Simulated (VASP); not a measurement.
A run of VASP 6.6.1:

File INCAR:

```
PREC     = Accurate       # precision mode
ENCUT    = 520            # plane-wave cutoff, eV
EDIFF    = 1E-6           # SCF threshold, eV
ISMEAR   = -1             # smearing method
SIGMA    = 0.03           # smearing width, eV
LREAL    = F              # projectors in reciprocal space
LASPH    = T              # aspherical terms in the spheres
NELM     = 100            # most SCF steps
ALGO     = Fast           # electronic algorithm
ISIF     = 2              # what is computed and relaxed
LWAVE    = F              # write WAVECAR
LCHARG   = T              # write CHGCAR
GGA      = PE             # functional
LELF     = T              # ELF
LVHAR    = T            
NBANDS   = 20             # bands
```

Contents of KPOINTS:

```
Automatic mesh
0
Gamma
  12 12 12
```

File POSCAR:

```
BiAu
1.0
    0.0000000000      2.9724527446      2.9724527446
    2.9724527446      0.0000000000      2.9724527446
    2.9724527446      2.9724527446      0.0000000000
Au Bi
1 1
Direct
    0.0000000000      0.0000000000      0.0000000000
    0.5000000000      0.5000000000      0.5000000000
```

Potentials or basis: VASP PAW PBE potentials, release 64 (Au, Bi_d).

Command:

```console
$ cat potpaw_PBE.64/Au/POTCAR potpaw_PBE.64/Bi_d/POTCAR > POTCAR
$ mpirun -np 1 vasp_std > vasp.out
```

Hardware: 1 thread of Intel(R) Xeon(R) Platinum 8488C (Sapphire Rapids), with other jobs on the host.

Problem. How long does it take, and how much memory?

Solution. It took 45 s on 1 thread of Intel(R) Xeon(R) Platinum 8488C (Sapphire Rapids), on a shared host, peak memory 0.23 GiB. Counts: scf iterations 14, k points 72.
